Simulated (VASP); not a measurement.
Set up this calculation in VASP 6.6.1, as the native input.

```yaml
Task: relaxation of cell and atoms
Functional: RPBE
Potentials_or_basis: VASP PAW PBE potentials, release 64 (Be, Al)
Cutoff: 600 eV
k_mesh: 3 × 3 × 7
Occupations: fermi-dirac, width 0.05 eV
Spin: no spin polarisation
Further_INCAR_settings: ALGO = Normal; EDIFF = 1e-06; IBRION = 2; EDIFFG = -0.02; NSW = 60; ISIF = 3
```

The structure of Be2Al5 lies in POSCAR:

```
Be2Al5
1.0
    6.4105600000      0.0000000000      0.0000000000
    0.0000000000      6.4105600000      0.0000000000
    0.0000000000      0.0000000000      2.6880600000
Be Al
2 5
Direct
    0.5000000000      0.0000000000      0.0000000000
    0.0000000000      0.5000000000      0.0000000000
    0.7906600000      0.7906600000      0.5000000000
    0.2093400000      0.2093400000      0.5000000000
    0.2093400000      0.7906600000      0.5000000000
    0.7906600000      0.2093400000      0.5000000000
    0.5000000000      0.5000000000      0.5000000000
```

The cell was built by a generator and needn't be a form met in nature.

One way to write it, as run:

INCAR

```
ALGO = Normal
EDIFF = 1E-6
EDIFFG = -0.02
ENCUT = 600
GGA = RP
IBRION = 2
ISIF = 3
ISMEAR = -1
LASPH = T
LCHARG = F
LREAL = F
LWAVE = F
NELM = 80
NSW = 60
PREC = Accurate
SIGMA = 0.05
```

KPOINTS

```
k-points
0
Gamma
  3 3 7
```

Potentials or basis: VASP PAW PBE potentials, release 64 (Be, Al).

Run with:

```console
$ cat potpaw_PBE.64/Be/POTCAR potpaw_PBE.64/Al/POTCAR > POTCAR
$ mpirun -np 1 vasp_std > vasp.out
```

It gave:

```yaml
Relaxed_volume: 16.07 Å³/atom
Relaxed_cell: a = 6.393 Å, b = 6.393 Å, c = 2.752 Å, α = 90.00°, β = 90.00°, γ = 90.00°
Space_group_after_relaxing_to_0.05_Å: P4/mmm (No. 123)
Energy_gained_by_relaxing: 3.6 meV/atom
Ionic_steps: 8
Pressure_after_relaxing: 0.1 GPa
```

Caveat: the PAW data sets were made with another functional, which shifts forces and pressure a little.

Wall time 39 s on 1 thread of Intel(R) Xeon(R) 6975P-C (Granite Rapids), with other jobs on the host, peak memory 0.25 GiB.
